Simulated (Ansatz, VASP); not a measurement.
# Be2N in VASP and in Ansatz

INCAR

```
SYSTEM = Be2N
PREC = Accurate
ENCUT = 600
EDIFF = 1E-6
ISMEAR = 0
SIGMA = 0.1
LREAL = .False.
LASPH = .True.
NELM = 100
ALGO = Normal
ISIF = 3
LWAVE = .False.
LCHARG = .False.
GGA = PE
IBRION = 2
NSW = 100
EDIFFG = -0.01
```

The input KPOINTS:

```
regular mesh
0
Gamma
  14 14 14
  0 0 0
```

Contents of POSCAR:

```
Be2N
1.0
   -2.0161944800      2.0161944800      4.0926108198
    2.0161944800     -2.0161944800      4.0926108198
    2.0161944800      2.0161944800     -4.0926108198
Be N
4 2
Direct
    0.0498454528      0.6250000000      0.9248454528
    0.3750000000      0.2998454528      0.4248454528
    0.7001545472      0.1250000000      0.0751545472
    0.8750000000      0.9501545472      0.5751545472
    0.0000000000      0.0000000000      0.0000000000
    0.7500000000      0.2500000000      0.5000000000
```

Input for Ansatz:

```yaml
crystal:
  lattice:
    - [-2.01619448, 2.01619448, 4.0926108198]
    - [2.01619448, -2.01619448, 4.0926108198]
    - [2.01619448, 2.01619448, -4.0926108198]
  atoms:
    - { symbol: Be, position: [0.0498454528, 0.625, 0.9248454528] }
    - { symbol: Be, position: [0.375, 0.2998454528, 0.4248454528] }
    - { symbol: Be, position: [0.7001545472, 0.125, 0.0751545472] }
    - { symbol: Be, position: [0.875, 0.9501545472, 0.5751545472] }
    - { symbol: "N", position: [0.0, 0.0, 0.0] }
    - { symbol: "N", position: [0.75, 0.25, 0.5] }
basis:
  ecutwfc: 420
kpoints:
  mp_grid: { grid: [14, 14, 14] }
hamiltonian:
  xc: pbe
scf:
  occupations: { method: gaussian, width: 0.1 }
output:
  forces: true
  stress: true
  eigenvalues: true
  write_density: true
  write_potential: true
  elf: true
  volumetric_format: npy
relax:
  adjacent_minimum: "off"
  f_tol: 0.01
  max_steps: 80
  cell: { stress_tol: 0.05 }
```

Change from the starting cell: species swapped into the SiO2 type (I-42d, No. 122).

Alike in both runs: task relaxation of cell and atoms; functional PBE; k mesh 14 × 14 × 14; occupations gaussian, width 0.1 eV; no spin polarisation.

```csv
,VASP,Ansatz
version,VASP 6.6.1,Ansatz 0.2.0
potentials or method,"VASP PAW PBE potentials, release 64 (Be, N)","scalar-relativistic, plane waves, PAW"
plane-wave cutoff (eV),600,420
valence electrons in the cell,18,18
```

VASP gave:

- gap on the k mesh at the Fermi level, each at its own relaxed structure (eV): none
- relaxed volume (Å³/atom): 11.11
- relaxed cell length with the largest relative difference (Å): 4.988

Question: Which values does Ansatz return?

Answer: gap on the k mesh at the Fermi level, each at its own relaxed structure (eV): none; relaxed volume (Å³/atom): 11.19; relaxed cell length with the largest relative difference (Å): 4.982.

A gap of «none» marks a metal or a gap that the smearing closes.
